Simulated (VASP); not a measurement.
Computed with PBEsol GGA, VASP's PBE PAW potentials (set 64) (plane waves; VASP).

Input for VASP

File POSCAR:
```
Ca2Si
1
    0.0000000000     3.5852350000     3.5852350000
    3.5852350000     0.0000000000     3.5852350000
    3.5852350000     3.5852350000     0.0000000000
Ca Si
2 1
Direct
  0.7500000000   0.7500000000   0.7500000000
  0.2500000000   0.2500000000   0.2500000000
  0.0000000000   0.0000000000   0.0000000000
```

**INCAR**
```
SYSTEM=Ca2Si
PREC=Accurate; ENCUT=300; LREAL=.False.
LASPH=.True.
EDIFF=1E-6; NELM=100; ALGO=Normal
ISMEAR=0; SIGMA=0.01
GGA=PS
ISIF=2
LWAVE=.False.; LCHARG=.False.
```

File KPOINTS:
```
K-points
0
G
  8 8 8
0 0 0
```

POTCAR, in this order: Ca_sv Si (PBE.64 set). Program: vasp_std.

What VASP printed:

OSZICAR:
```
       N       E                     dE             d eps       ncg     rms          rms(c)
DAV:   1     0.136382903866E+03    0.13638E+03   -0.95458E+03   960   0.907E+02
DAV:   2    -0.364588342382E+01   -0.14003E+03   -0.13883E+03  1128   0.294E+02
DAV:   3    -0.118123166539E+02   -0.81664E+01   -0.81619E+01  1848   0.499E+01
DAV:   4    -0.120258839453E+02   -0.21357E+00   -0.21356E+00  1280   0.922E+00
DAV:   5    -0.120333786296E+02   -0.74947E-02   -0.74946E-02  1600   0.121E+00    0.552E+00
DAV:   6    -0.114541671985E+02    0.57921E+00   -0.17672E+00  1008   0.373E+00    0.307E+00
DAV:   7    -0.113841663303E+02    0.70001E-01   -0.46233E-01  1328   0.237E+00    0.961E-01
DAV:   8    -0.113785567781E+02    0.56096E-02   -0.46448E-02  1216   0.128E+00    0.203E-01
DAV:   9    -0.113778631775E+02    0.69360E-03   -0.46307E-03  1624   0.341E-01    0.140E-01
DAV:  10    -0.113779594443E+02   -0.96267E-04   -0.65841E-04  1400   0.200E-01    0.343E-02
DAV:  11    -0.113779424564E+02    0.16988E-04   -0.86841E-05  1464   0.718E-02    0.176E-02
DAV:  12    -0.113779394901E+02    0.29663E-05   -0.24605E-05  1408   0.388E-02    0.262E-03
DAV:  13    -0.113779397696E+02   -0.27953E-06   -0.41307E-06  1176   0.929E-03
   1 F= -.11377940E+02 E0= -.11377940E+02  d E =-.882278E-13
```

**OUTCAR**
```
------------------------ aborting loop because EDIFF is reached ----------------------------------------
  FORCE on cell =-STRESS in cart. coord.  units (eV):
  Direction    XX          YY          ZZ          XY          YZ          ZX
  --------------------------------------------------------------------------------------
  Total       -0.7181419     -0.7181419     -0.7181419     -0.0000000     -0.0000000      0.0000000
  in kB      -12.4835461    -12.4835461    -12.4835461     -0.0000000     -0.0000000      0.0000000
  external PRESSURE =     -12.4835461 kB  Pullay stress =       0.0000000 kB
  volume of cell :       92.17
      direct lattice vectors                 reciprocal lattice vectors
     0.000000000  3.585235000  3.585235000    -0.139460872  0.139460872  0.139460872
     3.585235000  0.000000000  3.585235000     0.139460872 -0.139460872  0.139460872
     3.585235000  3.585235000  0.000000000     0.139460872  0.139460872 -0.139460872
 POSITION                                       TOTAL-FORCE (eV/Angst)
 -----------------------------------------------------------------------------------
      5.37785      5.37785      5.37785        -0.000000     -0.000000     -0.000000
      1.79262      1.79262      1.79262         0.000000      0.000000      0.000000
      0.00000      0.00000      0.00000        -0.000000     -0.000000     -0.000000
 -----------------------------------------------------------------------------------
    total drift:                               -0.000000      0.000000      0.000000
  FREE ENERGIE OF THE ION-ELECTRON SYSTEM (eV)
  ---------------------------------------------------
  free  energy   TOTEN  =       -11.3779397696 eV

  energy  without entropy=      -11.3779397696  energy(sigma->0) =      -11.37793977
```
(Selected blocks of OUTCAR.)

At this cut-off the stress carries a Pulay error, which pulls relaxed volumes low.

The structure comes from a computed database's Ca2Si entry (Fm-3m); how it stands against other phases isn't given here. The cell was not relaxed at this level.
